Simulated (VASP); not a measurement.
```xyz
4
Lattice="3.9476 0.0000 0.0000 -1.9738 3.4187 0.0000 0.0000 0.0000 5.8287" Properties=species:S:1:pos:R:3 pbc="T T T"
Zn     0.0000     2.2792     1.4572
Zn     1.9738     1.1396     4.3715
S      1.9738     1.1396     1.4572
S      0.0000     2.2792     4.3715
```

These are r2SCAN meta-GGA, VASP's PBE PAW potentials (set 64) (plane waves; VASP) values and carry that method's errors. Run with 400 eV cut-off, 6×6×4 Γ-centred mesh, Gaussian smearing of 0.050 eV, potentials Zn S.

**Question.** What does the run give for the energy per atom (σ→0), band gap (on the k-mesh) with the smallest direct gap where there is one?

**Answer.** 
```yaml
band gap (on the k-mesh): 1.89 eV
smallest direct gap (on the k-mesh): 1.89 eV
energy per atom (σ→0): -9.251 eV/atom
```

Total energies compare only between runs with the same potentials, cut-off and functional.

The structure was generated: ZnS was put into the layered h-BN type type (P6_3/mmc), which need not be its known phase. It was relaxed first, which changed the volume by -36 %. The start is the result of an earlier pass.
